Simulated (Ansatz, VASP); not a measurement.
# One calculation of Mg6SiSb, two programs

```
Sb Si Mg
1.0
     5.14715    0.00000    0.00000
     0.00000    2.98595    5.76781
     0.00000   -2.98595    5.76781
Sb Si Mg
1 1 6
Direct
  0.50000 0.64342 0.64342
  0.00000 0.87804 0.87804
  0.50000 0.17178 0.17178
  0.50000 0.66248 0.14696
  0.50000 0.14696 0.66248
  0.00000 0.32817 0.32817
  0.00000 0.83699 0.33215
  0.00000 0.33215 0.83699
```

The cell comes from a database or a generator and needn't be the stable form of this composition.

Alike in both runs: task single point; functional PBEsol; k mesh 5 × 5 × 5; occupations gaussian, width 0.02 eV; no spin polarisation.

```csv
,VASP,Ansatz
version,VASP 6.6.1,Ansatz 0.2.0
potentials or method,"VASP PAW PBE potentials, release 64 (Sb, Si, Mg_pv)",Ansatz PAW
plane-wave cutoff (eV),520,420
valence electrons in the cell,57,79
```

```csv
,VASP,Ansatz,Ansatz less VASP
gap on the k mesh at the Fermi level (eV),none,none,-
pressure (GPa),-0.9,-0.9,+0.04
largest component of the traceless stress (GPa),0.55,0.54,-0.008
rms of the force components (eV/Å),0.017,0.019,+0.0020
```

Atom by atom the forces differ by 0.004 eV/Å (rms over components). A gap of «none» marks a metal or a gap that the smearing closes. With one functional, cell and mesh, what is left measures potentials, basis and numerics. The two sets of potentials don't hold the same shells in valence.

Caveats: the PAW data sets were made with another functional, which shifts forces and pressure a little (VASP); the PAW data sets come from PBE, with cores solved anew for the run's functional, which leaves a small shift of forces and pressure (Ansatz). The runs have no spin-orbit coupling, so splittings on Sb are missing.
